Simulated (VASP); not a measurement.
Computed with LDA (Ceperley-Alder, Perdew-Zunger), VASP's LDA PAW potentials (set 64) (plane waves; VASP 6.6.1).

Input for VASP

**INCAR**
```
# general
SYSTEM =HfN
PREC   =Accurate
ENCUT  =620
LREAL  =.False.
LASPH  =.True.

# electronic loop
EDIFF  =1E-6   # SCF stop (eV)
NELM   =100
ALGO   =Normal   # blocked Davidson
LMAXMIX=6   # l cut-off of mixed one-centre charges

# smearing
ISMEAR =1
SIGMA  =0.1

# ions
IBRION =2   # conjugate gradients
NSW    =40
ISIF   =3
EDIFFG =-0.02   # ionic stop

# output
LWAVE  =.False.
LCHARG =.False.
```

**POSCAR**
```
HfN
1.0
  0.0000000000   2.2311423101   2.2311423101
  2.2311423101   0.0000000000   2.2311423101
  2.2311423101   2.2311423101   0.0000000000
Hf N
1 1
Direct
  0.0000000000   0.0000000000   0.0000000000
  0.5000000000   0.5000000000   0.5000000000
```

KPOINTS:
```
Automatic mesh
0
Gamma
14 14 14
0 0 0
```

POTCAR, in this order: Hf_pv N (LDA.64 set). Program: vasp_std.

Unless said otherwise, spin-orbit coupling is left out, though it shifts the bands of the heavy elements here.

Q: Estimate the energy per atom (σ→0), band gap (on the k-mesh).

A: 
```json
{
  "energy per atom (σ→0)": "-1151.4 kJ/mol of atoms",
  "band gap (on the k-mesh)": "none (metal, semimetal or under 0.01 eV)"
}
```

**OSZICAR**
```
...
DAV:   7    -0.238966221946E+02    0.92772E-01   -0.67423E-01  2639   0.718E+00    0.275E+01
DAV:   8    -0.238741064069E+02    0.22516E-01   -0.10315E-01  2648   0.309E+00    0.484E+00
DAV:   9    -0.238674001311E+02    0.67063E-02   -0.41746E-02  2651   0.145E+00    0.158E+00
DAV:  10    -0.238669069797E+02    0.49315E-03   -0.27756E-03  2645   0.448E-01    0.905E-02
DAV:  11    -0.238669131651E+02   -0.61853E-05   -0.66229E-05  2724   0.915E-02    0.362E-02
DAV:  12    -0.238669120923E+02    0.10728E-05   -0.58251E-06  2665   0.235E-02    0.122E-02
DAV:  13    -0.238669120219E+02    0.70393E-07   -0.46814E-07  1438   0.709E-03
   1 F= -.23866912E+02 E0= -.23866714E+02  d E =-.238669E+02
```

The compound is HfN in the rock salt structure. It was relaxed first. The electron count is odd and the run is not spin-polarised, which forces a metal.
